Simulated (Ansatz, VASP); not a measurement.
# Cross-check of AsP (puckered PAs bilayer, AB) between VASP and Ansatz

Aim: how closely do two programs agree when they are given the same cell, functional and k mesh? The structure shown is the start of the Ansatz relaxation below; VASP solves that cell, so the two are compared at the walk's first step.

Calculated with Ansatz 0.2.0; plane waves, with VASP 6.6.1 beside it; single point at PBE with D3(BJ).

## (1) The structure

The cell holds 8 atoms: 4 P and 4 As. Its edges and angles: a = 4.690 Å, b = 3.500 Å, c = 46.820 Å, α = 90.0°, β = 90.0°, γ = 90.0°. Vacuum lies along c.

## (2) Ansatz: relaxation, PBE with D3(BJ)

Ansatz runs on its default PAW (the set named soft_2) files.

The two programs are compared at the cell with which this relaxation starts, whose forces are those of its first step.

Contents of input.yaml:

```yaml
crystal:
  lattice:
    - [4.69, 0.0, 0.0]
    - [0.0, 3.5, 0.0]
    - [0.0, 0.0, 46.8200000012]
  atoms:
    - { symbol: P, position: [0.09, 0.0, 0.4154207603] }
    - { symbol: As, position: [0.41, 0.5, 0.4175565997] }
    - { symbol: As, position: [0.91, 0.0, 0.4636907304] }
    - { symbol: P, position: [0.59, 0.5, 0.4658265698] }
    - { symbol: P, position: [0.09, 0.5, 0.5341734302] }
    - { symbol: As, position: [0.41, 0.0, 0.5363092696] }
    - { symbol: As, position: [0.91, 0.5, 0.5824434003] }
    - { symbol: P, position: [0.59, 0.0, 0.5845792397] }
  periodic: [true, true, false]
kpoints:
  mp_grid: { grid: [8, 10, 1] }
hamiltonian:
  xc: pbe
  dispersion: d3bj
scf:
  occupations: { method: fermi_dirac, width: 0.05 }
  convergence: { dr2_threshold: 1.0e-09 }
relax:
  f_tol: 0.004
  max_steps: 90
  cell: {}
output:
  write_potential: true
  write_density: true
  volumetric_format: npy
```

The run is started by

```sh
ansatz run input.yaml --threads 4 --pin off --max-ram 16384MiB --backend cpu --events-out ev --progress --plain --runs-dir out
```

Numbers of over 12 decimals in the logs are rounded to 6 here.

Output:

```text
Warning: relax.cell: scf.convergence.dr2_threshold = 1e-9 eV is looser than the 2.49123086576e-10 eV advised for a relaxation that steers and ends on the stress (1e-10 eV for each atom of the cell: 8, times the square of relax.cell.stress_2d_tol = 0.05 N/m over 17.9 Å (the atoms' height at the walk's start and 5 Å past either face), 2.790e-2 GPa, over a crystal's default 0.05). What an SCF threshold leaves in a stress goes as its square root, and in the free energy as the threshold itself, and one threshold admits the most on a small cell: [figures from the program's tests cut] Set scf.convergence.dr2_threshold to 2.49123086576e-10 eV or tighter. [rest of the remark cut]
Engine: ansatz 0.2.0, aarch64-unknown-linux-gnu
Pseudopotentials: kind: paw
Pseudopotential: P, paw, valence charge 5, recommended cutoff 420 eV (normal), P.paw.azcp
Pseudopotential: As, paw, valence charge 15, recommended cutoff 420 eV (normal), As.paw.azcp
Functional definition: PBE
  parameter kappa = 0.804
  parameter beta = 0.066725
  exchange = pbe_x(kappa = kappa, mu = beta*pi^2/3)
  correlation = pbe_c(beta = beta)
Crystal: 8 atoms, lattice volume = 768.550 Å³
Basis set: ecut = 420 eV, 14985 PW (Γ), exchange–correlation on 64×48×640 points (8 copies of the dense FFT grid, shifted against one another)
Bands: 48, of which v1, the nominal top of the filled ones, is band 40 counted from 1 (39 counted from 0)
Symmetry: 4 space group operations
Space group: Pmc21 (ITA 26), of the structure as read, at distance tolerance 9.2e-5 Å
k-points: 30 of 80 (time reversal used)
Non-local potential: P, projectors of the file, l = 0: 2, l = 1: 2, l = 2: 2
Non-local potential: As, projectors of the file, l = 0: 2, l = 1: 2, l = 2: 3, l = 3: 1
PAW form: soft (Blöchl's): semilocal exchange-correlation on the pseudo side does not see the compensation charge
PAW one-centre angular grid: P, 110 points (default); XC on 64 Gauss nodes
PAW one-centre angular grid: As, 590 points (default); XC on 64 Gauss nodes
Initial density: superposition of atomic densities (neutral atoms: chi_scale 0, normalization atom), corrected by the library's trained network
Initial wavefunctions: pseudopotential atomic-orbital guess
Functional: x = pbe(κ = 0.804, μ = 0.219515), c = pbe(β = 0.066725)
SCF iter   1: F=—  HF=-22448.834536 eV  |F-HF|=—  |Δ(HF+E_count)|=         —  Δρ=1.24e-3  dr2=6.78e-2  ethr=1.77e-3  ⟨swp⟩=11.4  Hψ=7418  notcnv=0
preconditioner: auto → Resta (q_TF=auto, 1.871 Å⁻¹)  ε∞=2.0  [insulator: Δε(μ)=0.664 eV  Ē_g=8.584 eV  σ=0.050 eV  W_gap=1.00  n_scr=78 (ndim 8)  ℏωp=8.5 eV  f_vac=0.746  D(μ)=0.00/eV (n_scr^D=0)  ε∞_Penn≈2.0  vacuum switching on, ρ_ref=5.3e-3 e/Å³]
SCF iter   2: F=—  HF=-22448.835982 eV  |F-HF|=—  |Δ(HF+E_count)|=   1.45e-3  Δρ=1.14e-3  dr2=9.88e-2  ethr=8.48e-5  ⟨swp⟩=3.8  Hψ=2888  notcnv=0  defer=55
SCF iter   3: F=—  HF=-22448.825427 eV  |F-HF|=—  |Δ(HF+E_count)|=   1.06e-2  Δρ=3.65e-4  dr2=2.64e-3  ethr=8.48e-5  ⟨swp⟩=3.0  Hψ=1946  notcnv=0  defer=55
SCF iter   4: F=—  HF=-22448.825686 eV  |F-HF|=—  |Δ(HF+E_count)|=   2.60e-4  Δρ=1.60e-4  dr2=1.73e-4  ethr=3.30e-6  ⟨swp⟩=2.7  Hψ=2185  notcnv=0  defer=55
SCF iter   5: F=—  HF=-22448.825807 eV  |F-HF|=—  |Δ(HF+E_count)|=   1.21e-4  Δρ=5.01e-5  dr2=1.71e-5  ethr=2.16e-7  ⟨swp⟩=3.3  Hψ=3002  notcnv=0  defer=55
SCF iter   6: F=—  HF=-22448.825817 eV  |F-HF|=—  |Δ(HF+E_count)|=   1.01e-5  Δρ=1.50e-5  dr2=2.26e-6  ethr=2.14e-8  ⟨swp⟩=3.9  Hψ=3117  notcnv=0  defer=55
SCF iter   7: F=—  HF=-22448.825882 eV  |F-HF|=—  |Δ(HF+E_count)|=   6.48e-5  Δρ=3.79e-6  dr2=1.12e-7  ethr=2.83e-9  ⟨swp⟩=2.8  Hψ=2471  notcnv=0  defer=55
SCF iter   8: F=—  HF=-22448.825882 eV  |F-HF|=—  |Δ(HF+E_count)|=   9.28e-8  Δρ=1.11e-6  dr2=1.07e-8  ethr=1.40e-10  ⟨swp⟩=3.4  Hψ=3020  notcnv=0  defer=55
SCF iter   9: F=—  HF=-22448.825882 eV  |F-HF|=—  |Δ(HF+E_count)|=   1.52e-8  Δρ=3.56e-7  dr2=1.54e-9  ethr=1.34e-11  ⟨swp⟩=3.5  Hψ=3198  notcnv=0  defer=55
SCF iter  10: F=-22448.825882 eV  HF=-22448.825882 eV  |F-HF|=3.17e-10  |Δ(HF+E_count)|=  2.58e-10  Δρ=1.09e-7  dr2=9.18e-11  ethr=1.25e-12  ⟨swp⟩=10.5  Hψ=9650  notcnv=0
SCF 1 converged in 10 iterations: F = -22448.825882 eV  dr2 = 9.18e-11
  greatest PAW one-centre occupation: 0.999 electrons in one spin orbital (limit 2), on the As atom at site 5 (counted from 0), in its partial waves of l = 2
[...]
preconditioner: auto → Resta (q_TF=auto, 1.897 Å⁻¹)  ε∞=2.0  [insulator: Δε(μ)=0.371 eV  Ē_g=8.616 eV  σ=0.050 eV  W_gap=0.95  n_scr=80 (ndim 8)  ℏωp=8.8 eV  f_vac=0.749  D(μ)=0.07/eV (n_scr^D=0)  ε∞_Penn≈2.0  vacuum switching on, ρ_ref=5.4e-3 e/Å³]
SCF iter   2: F=—  HF=-22449.243661 eV  |F-HF|=—  |Δ(HF+E_count)|=   5.40e-5  Δρ=1.24e-5  dr2=3.04e-7  ethr=8.86e-10  ⟨swp⟩=4.1  Hψ=4169  notcnv=0
SCF iter   3: F=—  HF=-22449.243672 eV  |F-HF|=—  |Δ(HF+E_count)|=   1.05e-5  Δρ=4.28e-6  dr2=7.64e-8  ethr=3.80e-10  ⟨swp⟩=2.5  Hψ=2209  notcnv=0
SCF iter   4: F=—  HF=-22449.243673 eV  |F-HF|=—  |Δ(HF+E_count)|=   1.72e-6  Δρ=1.23e-6  dr2=2.85e-8  ethr=9.55e-11  ⟨swp⟩=3.9  Hψ=3262  notcnv=0
SCF iter   5: F=—  HF=-22449.243674 eV  |F-HF|=—  |Δ(HF+E_count)|=   2.45e-7  Δρ=6.71e-7  dr2=3.36e-8  ethr=3.56e-11  ⟨swp⟩=2.5  Hψ=1866  notcnv=0
SCF iter   6: F=—  HF=-22449.243674 eV  |F-HF|=—  |Δ(HF+E_count)|=   1.79e-8  Δρ=2.92e-7  dr2=5.13e-9  ethr=3.56e-11  ⟨swp⟩=2.1  Hψ=1739  notcnv=0
SCF iter   7: F=-22449.243674 eV  HF=-22449.243674 eV  |F-HF|=6.11e-10  |Δ(HF+E_count)|=   5.90e-9  Δρ=8.65e-8  dr2=5.28e-10  ethr=1.25e-12  ⟨swp⟩=12.0  Hψ=10874  notcnv=0
SCF 13 converged in 7 iterations: F = -22449.243674 eV  dr2 = 5.28e-10
relax step  13: F+E_penalty+E_count = -22449.24367354 eV  Δ(F+E_penalty+E_count) = +1.082e-3 eV  max|allowed force component| = 6.849e-4 eV/Å  Δτ_max = 0.0000 Å  P = -0.012 N/m  Ω = 708.079 Å³  fix = [c, alpha, beta]  reactions: c +0.000 N/m  stress off target by 1.92e-2 N/m on what of the cell is left free  SCF on the basis re-selected at this cell (its energy is not comparable with the rows above)  (7 SCF iters)
basis re-selected at this cell: Δ(F+E_penalty+E_count) = +1.082e-3 eV, ΔP = -0.006 N/m vs the last step (what re-selecting the basis moved, of the pressure what is left beyond the Pulay correction that the steps carried, after the strain that the cell walked since its last selection, with what the two solves' SCF thresholds leave and, on support functions, any second-order correction that the steps lacked; it is no measure of the basis error at this ecutwfc). The dense FFT grid was sized anew with the basis: this SCF ran on 30×24×320 points, the steps before it on 32×24×320, so part of this shift can come from that change (see relax.cell in the input reference). [rest of the remark cut]
WARN: The output density's exchange-correlation potential varies sharply where the density is thin. Do not read a vacuum level from v_tot or v_xc, or from such a field of the output density. On a cell that repeats whose density bears no net charge and no dipole along the vacuum's axis use v_es (v_loc + v_h of the components); under efield.dipole_correction with no amplitude use v_es + v_field, which holds any externa [...]
SCF converged after 7 iterations
Free energy (F): -22449.243674 eV
Harris-Foulkes:  -22449.243674 eV  (|F-HF|=6.11e-10)
Internal energy: -22449.242774 eV  (E = F + TS)
E sigma→0 (E₀):  -22449.243224 eV
Entropy (-TS):   -0.000899 eV (-0.112 meV/atom)
Fermi energy:    -4.099596 eV
--- Per-component energies (eV) ---
  E_band       = -2041.108809
  E_kinetic    = 688.149323
  E_local      = -326558.331730  (includes V_loc(G=0)·N_el)
  E_nonlocal   = -2545.597211
  E_hartree    = 163016.016138
  E_xc         = -561.060948
  E_vxc        = -557.497620  (∫ρ·V_xc dr)
  E_paw        = -9616.754530  (= ΣΔE_a)
  E_vpaw       = 900.129201  (= ΣTr[D̂ρ^β])
  E_aug_tail   = 0.000045  (compensation charges beyond the density's cutoff)
  E_ewald      = 153130.956340
  E_disp       = -2.620202  (pairwise vdW)
  E_smearing   = -0.000899  (= −TS)
  E_closure    = -0.000000  (closes the sum)
  Σ components = -22449.243674   (vs F -22449.243674, Δ=0.00e0)
--- Forces (eV/Å), atoms counted from 1 ---
  atom   1  P     -0.00057440     0.00000000     0.00011505
  atom   2  As     0.00030250     0.00000000    -0.00010107
  atom   3  As     0.00010470     0.00000000    -0.00068489
  atom   4  P      0.00016710     0.00000000    -0.00037134
  atom   5  P      0.00016710     0.00000000     0.00037134
  atom   6  As     0.00010470     0.00000000     0.00068489
  atom   7  As     0.00030250     0.00000000     0.00010107
  atom   8  P     -0.00057440     0.00000000    -0.00011505
  max |Σ_I F_I| component: 1.93e-7 eV/Å
--- 2D stress c σ (N/m, compression-positive) ---
       -0.019225       0.000000       0.000000
        0.000000      -0.004299       0.000000
        0.000000       0.000000       0.000000
  P = ½ c Tr σ = -0.0118 N/m
--- Band table (eV; the first three rows and the last of 30) ---
  k-point 0: bands = [... 36 lower, -6.3803, -6.0775, -4.9857, -4.6262, -3.8992, -3.0787, -2.9693, -2.7099, ... 4 higher]
  k-point 1: bands = [... 36 lower, -6.5001, -6.3751, -4.9670, -4.6575, -3.8878, -2.9378, -2.2509, -2.0642, ... 4 higher]
  k-point 2: bands = [... 36 lower, -6.3481, -6.2034, -5.1124, -4.9934, -3.7460, -3.0234, -2.5588, -2.4726, ... 4 higher]
  k-point 29: bands = [... 36 lower, -6.3691, -6.3691, -6.3217, -6.3217, -2.0744, -2.0744, -2.0596, -2.0596, ... 4 higher]
  the weakly bound empty levels are not read free of the cell's end (no_gap_told)
--- Relaxed structure (12 steps of the walk, 10 accepted, 1 SCFs on fresh bases) ---
  F+E_penalty+E_count = -22449.24367354 eV   max|allowed force component| = 6.849e-4 eV/Å   (the final SCF, on the basis selected at the relaxed cell)
  cell:  # Å, volume = 708.0785 Å³
    - [4.273552, 0.0, 0.0]
    - [0.0, 3.538840, 0.0]
    - [0.0, 0.0, 46.8200000012]
  atoms:
    - { symbol: P, position: [0.066041, 0, 0.421210] }
    - { symbol: As, position: [0.435505, 0.500000, 0.416993] }
    - { symbol: As, position: [0.934244, 0, 0.470282] }
    - { symbol: P, position: [0.564210, 0.500000, 0.466143] }
    - { symbol: P, position: [0.064210, 0.500000, 0.533857] }
    - { symbol: As, position: [0.434244, 0, 0.529718] }
    - { symbol: As, position: [0.935505, 0.500000, 0.583007] }
    - { symbol: P, position: [0.566041, 0, 0.578790] }
```

## (3) VASP: single point, PBE with D3(BJ), start cell

The same cell, functional, mesh and smearing now go to VASP, with its own data sets.

Lines of VASP's logs that name or quote its potential files are left out, and so is its time.

Contents of INCAR:

```
SYSTEM = AsP
PREC = Accurate
ENCUT = 400
EDIFF = 1E-06
NELM = 120
ISMEAR = -1
SIGMA = 0.05
LREAL = .FALSE.
ALGO = Normal
GGA = PE
IVDW = 12
NBANDS = 28
LORBIT = 11
LWAVE = .FALSE.
LCHARG = .FALSE.
ISIF = 2
LDIPOL = .TRUE.
IDIPOL = 3
DIPOL = 0.5 0.5 0.5
LVHAR = .TRUE.
LASPH = .TRUE.
GGA_COMPAT = .FALSE.
EFERMI = MIDGAP
NELMDL = -8
KPAR = 2
```

Contents of POSCAR:

```
AsP
1.0
    4.6900000000      0.0000000000      0.0000000000
    0.0000000000      3.5000000000      0.0000000000
    0.0000000000      0.0000000000     46.8200000000
P As
4 4
Direct
    0.0900000000      0.0000000000      0.4154207604
    0.5900000000      0.5000000000      0.4658265698
    0.0900000000      0.5000000000      0.5341734302
    0.5900000000      0.0000000000      0.5845792396
    0.4100000000      0.5000000000      0.4175565997
    0.9100000000      0.0000000000      0.4636907305
    0.4100000000      0.0000000000      0.5363092695
    0.9100000000      0.5000000000      0.5824434003
```

Contents of KPOINTS:

```
Automatic mesh
0
Gamma
8 10 1
0 0 0
```

Potentials, in the order of the species: P and As (PBE family, release 64).

The run is started by

```sh
mpirun -np 2 vasp_std
```

Output:

```text
[banner, memory and clock lines left out]
running    2 mpi-ranks, on    1 nodes
 distrk:  each k-point on    1 cores,    2 groups
 distr:  one band on    1 cores,    1 groups

 POSCAR found type information on POSCAR P As
 POSCAR found :  2 types and       8 ions
 LDA part: xc-table for (Slater+PW92), standard interpolation
 POSCAR, INCAR and KPOINTS ok, starting setup
 FFT: planning ... GRIDC
 FFT: planning ... GRID_SOFT
 FFT: planning ... GRID
 WAVECAR not read
 entering main loop
       N       E                     dE             d eps       ncg     rms          rms(c)
DAV:   1     0.279516461128E+03    0.27952E+03   -0.10486E+04  1704   0.796E+02
DAV:   2     0.158608355157E+01   -0.27793E+03   -0.26808E+03  2612   0.168E+02
DAV:   3    -0.384652290444E+02   -0.40051E+02   -0.39865E+02  2040   0.716E+01
DAV:   4    -0.397353282646E+02   -0.12701E+01   -0.12642E+01  2304   0.161E+01
DAV:   5    -0.397628191875E+02   -0.27491E-01   -0.27448E-01  2420   0.214E+00
DAV:   6    -0.397635457391E+02   -0.72655E-03   -0.72644E-03  2436   0.366E-01
DAV:   7    -0.397635659870E+02   -0.20248E-04   -0.20247E-04  2432   0.460E-02
DAV:   8    -0.397635666889E+02   -0.70192E-06   -0.70193E-06  2084   0.784E-03    0.103E+01
DAV:   9    -0.394794883721E+02    0.28408E+00   -0.43039E-01  1804   0.242E+00    0.620E+00
DAV:  10    -0.394006467387E+02    0.78842E-01   -0.26296E-01  2020   0.207E+00    0.612E-01
DAV:  11    -0.393966750365E+02    0.39717E-02   -0.20041E-02  1960   0.625E-01    0.370E-01
DAV:  12    -0.393967175016E+02   -0.42465E-04   -0.45332E-03  2104   0.287E-01    0.129E-01
DAV:  13    -0.393966628003E+02    0.54701E-04   -0.34414E-04  2300   0.839E-02    0.494E-02
DAV:  14    -0.393965910018E+02    0.71798E-04   -0.22443E-04  2072   0.651E-02    0.166E-02
[...]
DAV:  19    -0.393970147616E+02   -0.29125E-04   -0.95157E-07  1576   0.340E-03    0.160E-03
DAV:  20    -0.393970519074E+02   -0.37146E-04   -0.10543E-06  1448   0.297E-03    0.128E-03
DAV:  21    -0.393970713566E+02   -0.19449E-04   -0.40523E-07  1408   0.178E-03    0.116E-03
DAV:  22    -0.393970819836E+02   -0.10627E-04   -0.42023E-07  1464   0.151E-03    0.305E-04
DAV:  23    -0.393970881707E+02   -0.61871E-05   -0.13990E-07  1196   0.938E-04    0.341E-04
DAV:  24    -0.393970916776E+02   -0.35068E-05   -0.98051E-08  1276   0.688E-04    0.107E-04
DAV:  25    -0.393970934792E+02   -0.18017E-05   -0.30533E-08  1108   0.384E-04    0.872E-05
DAV:  26    -0.393970941578E+02   -0.67858E-06   -0.68611E-09   956   0.200E-04
   1 F= -.41721117E+02 E0= -.41721088E+02  d E =-.594701E-04
```

[end of part 1 of 2]

[Lines on the potential files, build, host, timing and source positions are cut from VASP's logs without a mark.]

[Logs are printed without paths, hosts, clocks, repeated set-up lines and the standing remarks that a program may print on its own settings, such as how far it seeks lower states.]

[Hosts, paths, dates, database ids (printed as entryN), source tags and the programs' standing remarks are cut or masked in the printed files.]
